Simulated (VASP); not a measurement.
The input files of a VASP run:

**INCAR**
```
# general
SYSTEM   =  Cs2O2
PREC     =  Accurate
ENCUT    =  500
LREAL    =  .False.
LASPH    =  .True.

# electronic loop
EDIFF    =  1E-6
NELM     =  100
ALGO     =  Normal
LMAXMIX  =  4

# smearing
ISMEAR   =  0
SIGMA    =  0.05

# functional
GGA      =  PE

# ions
IBRION   =  2
NSW      =  60
ISIF     =  3
EDIFFG   =  -0.02

# output
LWAVE    =  .False.
LCHARG   =  .False.
```

**POSCAR**
```
Cs2O2
1
   -2.1972482538     3.2881553176     3.8105573394
    2.1972482538    -3.2881553176     3.8105573394
    2.1972482538     3.2881553176    -3.8105573394
Cs O
2 2
Direct
  0.2555667760   0.2555667760   0.0000000000
  0.7444332240   0.7444332240   0.0000000000
  0.6156105676   0.0000000000   0.6156105676
  0.3843894324   0.0000000000   0.3843894324
```

File KPOINTS:
```
Automatic mesh
0
Gamma
6 6 6
0 0 0
```

POTCAR, in this order: Cs_sv O (PBE.64 set). Program: vasp_std.

Write an equivalent input for Quantum ESPRESSO's pw.x.

One equivalent input (not run):
```
&CONTROL
  calculation = 'vc-relax'
  pseudo_dir = './pseudo'
  outdir = './out'
  tprnfor = .true.
  tstress = .true.
  nstep = 60
  forc_conv_thr = 0.00078
/
&SYSTEM
  ibrav = 0
  nat = 4
  ntyp = 2
  ecutwfc = 84
  occupations = 'smearing'
  smearing = 'gaussian'
  degauss = 0.003675
  input_dft = 'pbe'
/
&ELECTRONS
  conv_thr = 7.3e-08
  electron_maxstep = 100
/
&IONS
/
&CELL
/
ATOMIC_SPECIES
  Cs 132.905 Cs.upf
  O 15.999 O.upf
CELL_PARAMETERS angstrom
    -2.1972483    3.2881553    3.8105573
     2.1972483   -3.2881553    3.8105573
     2.1972483    3.2881553   -3.8105573
ATOMIC_POSITIONS crystal
  Cs   0.2555668  0.2555668  0.0000000
  Cs   0.7444332  0.7444332  0.0000000
  O    0.6156106  0.0000000  0.6156106
  O    0.3843894  0.0000000  0.3843894
K_POINTS automatic
  6 6 6 0 0 0
```
Limits of the translation: the potentials are each code's own (VASP's PAW set, PseudoDojo norm-conserving files in pw.x), so ENCUT and ecutwfc are chosen apart and not converted; conv_thr bounds pw.x's estimated SCF error, while EDIFF bounds the energy change between steps; forc_conv_thr acts on force components and is met together with etot_conv_thr.

The structure comes from a computed database's Cs2O2 entry (Immm); how it stands against other phases isn't given here. This run relaxes it. Symmetry was kept, so distortions that lower it aren't found. The start is the result of an earlier pass.
